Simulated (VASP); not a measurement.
# YbN (F-43m) in VASP: single point with PBE

Aim: the single point of YbN with PBE.

Program: VASP 6.6.1. These are calculated values, not measurements. Logs are shortened: lines on timing, memory, paths and dates and some standing lists are left out, and cuts for length are marked.

## 1. Starting point

It takes space group F-43m (No. 216, cubic). Conventional cell: a = 5.306 Å, b = 5.306 Å, c = 5.306 Å, α = 90.00°, β = 90.00°, γ = 90.00°. Yb (site symmetry -43m) is surrounded by 4 N at 2.30 Å. Around N (site symmetry -43m) lie 4 Yb at 2.30 Å.

The cell comes from a database or a generator and needn't be the stable form of this composition.

## 2. Single point, PBE, collinear spin, typed start

File INCAR:

```
SYSTEM = YbN
PREC = Accurate
ENCUT = 520
EDIFF = 1E-6
ISMEAR = -1
SIGMA = 0.05
LREAL = .False.
LASPH = .True.
NELM = 150
ALGO = Normal
ISIF = 2
LWAVE = .False.
LCHARG = .False.
ISPIN = 2
MAGMOM = 2.5 0
LORBIT = 11
LMAXMIX = 6
GGA = PE
NBANDS = 26
```

File KPOINTS:

```
regular mesh
0
Gamma
  9 9 9
  0 0 0
```

File POSCAR:

```
YbN
1.0
    0.0000000000      2.6528496000      2.6528496000
    2.6528496000      0.0000000000      2.6528496000
    2.6528496000      2.6528496000      0.0000000000
Yb N
1 1
Direct
    0.0000000000      0.0000000000      0.0000000000
    0.2500000000      0.2500000000      0.2500000000
```

Potentials or basis: VASP PAW PBE potentials, release 64 (Yb, N).

Launch:

```bash
> cat potpaw_PBE.64/Yb/POTCAR potpaw_PBE.64/N/POTCAR > POTCAR
> mpirun -np 1 vasp_std > vasp.out
```

OUTCAR:

```text
SYSTEM = YbN
   PREC = Accurate
   ENCUT = 520
   EDIFF = 1E-6
   ISMEAR = -1
   LREAL = .False.
   LASPH = .True.
   NELM = 150
   ISIF = 2
   ISPIN = 2
   LORBIT = 11
   GGA = PE

 ion  position               nearest neighbor table
   1  0.000  0.000  0.000-   2 2.30   2 2.30   2 2.30   2 2.30
   2  0.250  0.250  0.250-   1 2.30   1 2.30   1 2.30   1 2.30

  LATTYP: Found a face centered cubic cell.
 ALAT       =     5.3056992000

  Lattice vectors:

 A1 = (   0.0000000000,   2.6528496000,   2.6528496000)
 A2 = (   2.6528496000,   0.0000000000,   2.6528496000)
 A3 = (   2.6528496000,   2.6528496000,   0.0000000000)

Analysis of symmetry for initial positions (statically):
=====================================================================
 Subroutine PRICEL returns:
 Original cell was already a primitive cell.

 Routine SETGRP: Setting up the symmetry group for a
 face centered cubic supercell.

 Subroutine GETGRP returns: Found 24 space group operations
 (whereof 24 operations were pure point group operations)
 out of a pool of 48 trial point group operations.

The static configuration has the point symmetry T_d .

Analysis of symmetry for dynamics (positions and initial velocities):
=====================================================================
 Subroutine PRICEL returns:
 Original cell was already a primitive cell.

 Routine SETGRP: Setting up the symmetry group for a
 face centered cubic supercell.

 Subroutine GETGRP returns: Found 24 space group operations
 (whereof 24 operations were pure point group operations)
 out of a pool of 48 trial point group operations.

The dynamic configuration has the point symmetry T_d .

Analysis of structural, dynamic, and magnetic symmetry:
=====================================================================
 Subroutine PRICEL returns:
 Original cell was already a primitive cell.

 Routine SETGRP: Setting up the symmetry group for a
 face centered cubic supercell.

 Subroutine GETGRP returns: Found 24 space group operations
 (whereof 24 operations were pure point group operations)
 out of a pool of 48 trial point group operations.

The overall configuration has the point symmetry T_d .

 Subroutine INISYM returns: Found 24 space group operations
 (whereof 24 operations are pure point group operations),
[... 115 lines left out ...]
     AMIX     =   0.40;   BMIX     =  1.00
     AMIX_MAG =   1.60;   BMIX_MAG =  1.00
  volume/ion in A,a.u.               =      18.67       125.99
  Fermi-wavevector in a.u.,A,eV,Ry     =   1.504821  2.843700 30.810210  2.264487
  Thomas-Fermi vector in A             =   2.615751
   LORBIT       =     11    0 simple, 1 ext, 2 COOP (PROOUT), +10 PAW based schemes
   GGA     = PE    functional components
   LHFCALC =     F    Hartree Fock is set to
   AEXX    =    0.0000 exact exchange contribution
   IVDW    =     0    specifies the selected vdW correction
   LEPSILON=     F    determine dielectric tensor
   LRPA    =     F    only Hartree local field effects (RPA)
 spin polarized calculation
  energy-cutoff  :      520.00
  volume of cell :       37.34
 maximum number of plane-waves:      1018
   NGX = 13   NGY = 13   NGZ = 13

 number of electron      28.9999990 magnetization       0.9951806

 Free energy of the ion-electron system (eV)
  ---------------------------------------------------
  ext. energy  EPLUGINS =         0.00000000
  ---------------------------------------------------
  free energy    TOTEN  =       -13.61796826 eV

  energy without entropy =      -13.57875285  energy(sigma->0) =      -13.59836056

 E-fermi :   1.0222     XC(G=0): -10.3149

 val. band max:        1.0217523773   @ k =   0.4444   0.3333   0.1111
 cond. band min:       1.0234379628   @ k =   0.3333   0.2222   0.0000
 fundamental gap:      0.0016855855
 Fermi energy:         1.0222235349

 spin component 1

 k-point     1 :       0.0000    0.0000    0.0000
  band No.  band energies     occupation
      1     -49.9860      1.00000
      2     -21.9035      1.00000
      3     -21.9035      1.00000
      4     -21.9035      1.00000
      5     -11.5817      1.00000
      6      -0.8791      1.00000
[... 685 lines left out ...]
     25      16.3879      0.00000
     26      19.4380      0.00000

 [... further k-points ...]

 spin component 2

 k-point     1 :       0.0000    0.0000    0.0000
  band No.  band energies     occupation
      1     -49.6976      1.00000
      2     -21.7046      1.00000
      3     -21.7046      1.00000
      4     -21.7046      1.00000
      5     -11.1817      1.00000
      6      -0.5373      1.00000
[... 685 lines left out ...]
     25      16.4022      0.00000
     26      19.5600      0.00000

 [... further k-points ...]

------------------------ aborting loop because EDIFF is reached ----------------------------------------

  FORCE on cell =-STRESS in cart. coord.  units (eV):
  Direction    XX          YY          ZZ          XY          YZ          ZX
  --------------------------------------------------------------------------------------
  -------------------------------------------------------------------------------------
  Total       -1.3118174     -1.3118174     -1.3118174     -0.0000000      0.0000000      0.0000000
  in kB      -56.2880342    -56.2880342    -56.2880342     -0.0000000      0.0000000      0.0000000
  external PRESSURE =     -56.2880342 kB  Pullay stress =       0.0000000 kB

 VOLUME and BASIS-vectors are now :
 -----------------------------------------------------------------------------
  energy-cutoff  :      520.00
  volume of cell :       37.34
      direct lattice vectors                 reciprocal lattice vectors
     0.000000000  2.652849600  2.652849600    -0.188476573  0.188476573  0.188476573
     2.652849600  0.000000000  2.652849600     0.188476573 -0.188476573  0.188476573
     2.652849600  2.652849600  0.000000000     0.188476573  0.188476573 -0.188476573

 POSITION                                       TOTAL-FORCE (eV/Angst)
 -----------------------------------------------------------------------------------
      0.00000      0.00000      0.00000        -0.000000     -0.000000     -0.000000
      1.32642      1.32642      1.32642         0.000000      0.000000      0.000000
 -----------------------------------------------------------------------------------
    total drift:                               -0.000000     -0.000000     -0.000000

  FREE ENERGIE OF THE ION-ELECTRON SYSTEM (eV)
  ---------------------------------------------------
  free  energy   TOTEN  =       -13.6179682587 eV

  energy  without entropy=      -13.5787528519  energy(sigma->0) =      -13.59836056

 total charge

# of ion       s       p       d       f       tot
--------------------------------------------------
    1        2.172   6.066   0.595  13.287  22.120
    2        1.261   2.373   0.000   0.000   3.633
--------------------------------------------------
tot          3.433   8.439   0.595  13.287  25.754

 magnetization (x)

# of ion       s       p       d       f       tot
--------------------------------------------------
    1        0.001   0.012   0.015   0.653   0.681
    2        0.005   0.221   0.000   0.000   0.226
--------------------------------------------------
tot          0.006   0.233   0.015   0.653   0.907
```

stdout:

```text
POSCAR found type information on POSCAR YbN
 POSCAR found :  2 types and       2 ions
 scaLAPACK will be used
 LDA part: xc-table for (Slater+PW92), standard interpolation
 POSCAR, INCAR and KPOINTS ok, starting setup
 FFT: planning ... GRIDC
 FFT: planning ... GRID_SOFT
 FFT: planning ... GRID
 WAVECAR not read
 entering main loop
```

It took 82 s on 1 thread of Intel Xeon Platinum 8488C (Sapphire Rapids), shared host; peak memory 0.22 GiB.

What came out:

- Free energy: -13.6180 eV
- Pressure: -5.6 GPa
- Band gap on the k mesh: none (metal or under the smearing width)
- Net moment: 1.00 μB per cell
- Site moments: Yb +0.68; N +0.23 μB
- Valence electrons inside the program's atomic spheres: Yb 22.12; N 3.63

Levels at points of the mesh, in eV from the Fermi level:
Spin up:
```tsv
k point	band 13	band 14	band 15	band 16	band 17	band 18
(0.00, 0.00, 0.00)	-0.67	-0.67	-0.67	1.90	6.22	6.22
```
Spin down:
```tsv
k point	band 10	band 11	band 12	band 13	band 14	band 15	band 16	band 17	band 18	band 19
(0.00, 0.00, 0.00)	-0.26	-0.26	-0.26	-0.24	-0.24	-0.24	2.00	6.28	6.28	9.24
```

Caveat: spin-orbit coupling is left out, which moves the levels of the heavy elements; without U or exact exchange the open f shell lies at the Fermi level, which spoils levels, moments and volumes.
